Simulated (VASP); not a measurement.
These are LDA (Ceperley-Alder, Perdew-Zunger), VASP's LDA PAW potentials (set 64) (plane waves; VASP) values and carry that method's errors.

The input files of a VASP run:

### INCAR
```
ISIF = 3
EDIFFG = -0.01
PREC = Accurate
LWAVE = .FALSE.
IBRION = 2
EDIFF = 1E-6
LMAXMIX = 4
ISMEAR = 0   # Gaussian
LASPH = .TRUE.   # aspherical one-centre terms
ALGO = Normal   # blocked Davidson
ENCUT = 400
LREAL = .FALSE.
SYSTEM = GaSb
SIGMA = 0.05   # width (eV)
LCHARG = .FALSE.
NELM = 100
NSW = 60
```

**KPOINTS**
```
Regular mesh
0
G
 7 7 7
0 0 0
```

POSCAR:
```
GaSb
1
   -0.0000000000     3.0256085500     3.0256085500
    3.0256085500     0.0000000000     3.0256085500
    3.0256085500     3.0256085500     0.0000000000
Ga Sb
1 1
Direct
  0.0000000000   0.0000000000   0.0000000000
  0.7500000000   0.7500000000   0.7500000000
```

POTCAR, in this order: Ga_d Sb (LDA.64 set). Program: vasp_std.

Output of the run:

OUTCAR:
```
 ion  position               nearest neighbor table
   1  0.000  0.000  0.000-   2 2.62   2 2.62   2 2.62   2 2.62
   2  0.750  0.750  0.750-   1 2.62   1 2.62   1 2.62   1 2.62
  LATTYP: Found a face centered cubic cell.
 ALAT       =     6.0512171000
 Subroutine PRICEL returns:
 Original cell was already a primitive cell.
 Subroutine GETGRP returns: Found 24 space group operations
The static configuration has the point symmetry T_d .
The dynamic configuration has the point symmetry T_d .
 Subroutine INISYM returns: Found 24 space group operations
 Subroutine IBZKPT returns following result:
 Found     20 irreducible k-points:

 Following reciprocal coordinates:
            Coordinates               Weight
  0.000000  0.000000  0.000000      1.000000
  0.142857  0.000000  0.000000      8.000000
  0.285714  0.000000  0.000000      8.000000
  0.428571  0.000000  0.000000      8.000000
  0.142857  0.142857  0.000000      6.000000
  0.285714  0.142857  0.000000     24.000000
  0.428571  0.142857  0.000000     24.000000
 -0.428571  0.142857  0.000000     24.000000
 -0.285714  0.142857  0.000000     24.000000
 -0.142857  0.142857  0.000000     12.000000
  0.285714  0.285714  0.000000      6.000000
  0.428571  0.285714  0.000000     24.000000
 -0.428571  0.285714  0.000000     24.000000
 -0.285714  0.285714  0.000000     12.000000
  0.428571  0.428571  0.000000      6.000000
 -0.428571  0.428571  0.000000     12.000000
  0.428571  0.285714  0.142857     24.000000
 -0.428571  0.285714  0.142857     48.000000
 -0.428571  0.428571  0.142857     24.000000
 -0.285714  0.428571  0.142857     24.000000
   k-points           NKPTS =     20   k-points in BZ     NKDIM =     20   number of bands    NBANDS=     13
   number of dos      NEDOS =    301   number of ions     NIONS =      2
   total plane-waves  NPLWV =  21952
   dimension x,y,z NGX =    28 NGY =   28 NGZ =   28
...
```

File OSZICAR:
```
       N       E                     dE             d eps       ncg     rms          rms(c)
DAV:   1     0.661488708422E+02    0.66149E+02   -0.79409E+03   536   0.146E+03
DAV:   2    -0.408160015257E+01   -0.70230E+02   -0.68508E+02   565   0.270E+02
DAV:   3    -0.870669909646E+01   -0.46251E+01   -0.45991E+01   670   0.657E+01
DAV:   4    -0.878604885060E+01   -0.79350E-01   -0.79324E-01   571   0.928E+00
DAV:   5    -0.878849701678E+01   -0.24482E-02   -0.24481E-02   690   0.144E+00    0.345E+00
DAV:   6    -0.869570014911E+01    0.92797E-01   -0.86743E-02   691   0.525E+00    0.202E+00
DAV:   7    -0.865790224691E+01    0.37798E-01   -0.66254E-02   590   0.218E+00    0.304E-01
DAV:   8    -0.865760445239E+01    0.29779E-03   -0.50614E-03   661   0.103E+00    0.964E-02
DAV:   9    -0.865768053368E+01   -0.76081E-04   -0.38146E-04   591   0.188E-01    0.360E-02
DAV:  10    -0.865767593530E+01    0.45984E-05   -0.19379E-05   618   0.390E-02    0.115E-02
DAV:  11    -0.865767939672E+01   -0.34614E-05   -0.41321E-06   570   0.215E-02    0.455E-03
DAV:  12    -0.865767937497E+01    0.21751E-07   -0.16799E-07   305   0.398E-03
   1 F= -.86576794E+01 E0= -.86576373E+01  d E =-.865768E+01
       N       E                     dE             d eps       ncg     rms          rms(c)
DAV:   1    -0.865814168316E+01   -0.46229E-03   -0.62030E-03   680   0.145E+00    0.122E-01
DAV:   2    -0.865778091105E+01    0.36077E-03   -0.72063E-04   655   0.553E-01    0.553E-02
DAV:   3    -0.865769278441E+01    0.88127E-04   -0.10360E-04   675   0.179E-01    0.127E-02
DAV:   4    -0.865768313879E+01    0.96456E-05   -0.10349E-05   637   0.479E-02    0.421E-03
DAV:   5    -0.865768228451E+01    0.85428E-06   -0.56403E-07   260   0.106E-02
   2 F= -.86576823E+01 E0= -.86576506E+01  d E =-.290954E-05
       N       E                     dE             d eps       ncg     rms          rms(c)
DAV:   1    -0.865776881353E+01   -0.85675E-04   -0.10807E-03   680   0.606E-01    0.511E-02
DAV:   2    -0.865770536954E+01    0.63444E-04   -0.12617E-04   650   0.231E-01    0.233E-02
DAV:   3    -0.865768965468E+01    0.15715E-04   -0.18373E-05   680   0.758E-02    0.532E-03
DAV:   4    -0.865768788110E+01    0.17736E-05   -0.16078E-06   265   0.202E-02    0.163E-03
DAV:   5    -0.865768773536E+01    0.14574E-06   -0.22736E-07   260   0.636E-03
   3 F= -.86576877E+01 E0= -.86576519E+01  d E =-.836039E-05
```

File OUTCAR:
```
------------------------ aborting loop because EDIFF is reached ----------------------------------------
  FORCE on cell =-STRESS in cart. coord.  units (eV):
  Direction    XX          YY          ZZ          XY          YZ          ZX
  --------------------------------------------------------------------------------------
  Total       -0.0093991     -0.0093991     -0.0093991      0.0000000     -0.0000000     -0.0000000
  in kB       -0.2721165     -0.2721165     -0.2721165      0.0000000     -0.0000000     -0.0000000
  external PRESSURE =      -0.2721165 kB  Pullay stress =       0.0000000 kB
  volume of cell :       55.34
      direct lattice vectors                 reciprocal lattice vectors
    -0.000000000  3.024614695  3.024614695    -0.165310312  0.165310312  0.165310312
     3.024614695 -0.000000000  3.024614695     0.165310312 -0.165310312  0.165310312
     3.024614695  3.024614695  0.000000000     0.165310312  0.165310312 -0.165310312
  FREE ENERGIE OF THE ION-ELECTRON SYSTEM (eV)
  ---------------------------------------------------
  free  energy   TOTEN  =        -8.6576877354 eV

  energy  without entropy=       -8.6576160932  energy(sigma->0) =       -8.65765191

 reached required accuracy - stopping structural energy minimisation
```
(Selected blocks of OUTCAR.)

File CONTCAR:
```
GaSb
   1.00000000000000
    -0.0000000000000000    3.0246146945862371    3.0246146945862371
     3.0246146945862371   -0.0000000000000000    3.0246146945862371
     3.0246146945862371    3.0246146945862371    0.0000000000000000
  Ga              Sb
     1     1
Direct
     0.0000000000000000    0.0000000000000000    0.0000000000000000
     0.7500000000000000    0.7500000000000000    0.7500000000000000
```

**OUTCAR**
```
 val. band max:        5.0386840079   @ k =   0.0000   0.0000   0.0000

 cond. band min:       5.1549251189   @ k =   0.0000   0.0000   0.0000


 Fermi energy:         5.1062193507

 k-point     1 :       0.0000    0.0000    0.0000
  band No.  band energies     occupation
      1     -10.1809      2.00000
      2     -10.1809      2.00000
      3     -10.1809      2.00000
      4     -10.1265      2.00000
      5     -10.1265      2.00000
      6      -6.7191      2.00000
      7       5.0387      1.94389
      8       5.0387      1.94389
      9       5.0387      1.94389
     10       5.1549      0.16832
     11       7.7753      0.00000
     12       7.7753      0.00000
     13       7.7753      0.00000

 k-point     2 :       0.1429    0.0000    0.0000
  band No.  band energies     occupation
      1     -10.1871      2.00000
      2     -10.1785      2.00000
      3     -10.1785      2.00000
      4     -10.1269      2.00000
      5     -10.1269      2.00000
      6      -6.5022      2.00000
      7       2.6879      2.00000
      8       4.7035      2.00000
      9       4.7035      2.00000
     10       6.0915      0.00000
     11       8.2224      0.00000
     12       8.2224      0.00000
     13       8.6788      0.00000

 k-point     3 :       0.2857    0.0000    0.0000
  band No.  band energies     occupation
      1     -10.2004      2.00000
      2     -10.1732      2.00000
      3     -10.1732      2.00000
      4     -10.1270      2.00000
      5     -10.1270      2.00000
      6      -5.8963      2.00000
      7       0.3656      2.00000
      8       4.1803      2.00000
      9       4.1803      2.00000
     10       5.7225      0.00000
     11       8.7372      0.00000
     12       8.7372      0.00000
     13      10.8368      0.00000

 k-point     4 :       0.4286    0.0000    0.0000
  band No.  band energies     occupation
      1     -10.2110      2.00000
      2     -10.1697      2.00000
      3     -10.1697      2.00000
...
```

Unless said otherwise, spin-orbit coupling is left out, though it shifts the bands of the heavy elements here.

The structure comes from a computed database's GaSb entry (F-43m); how it stands against other phases isn't given here. This run relaxes it. Symmetry was kept, so distortions that lower it aren't found. The start is the result of an earlier pass.
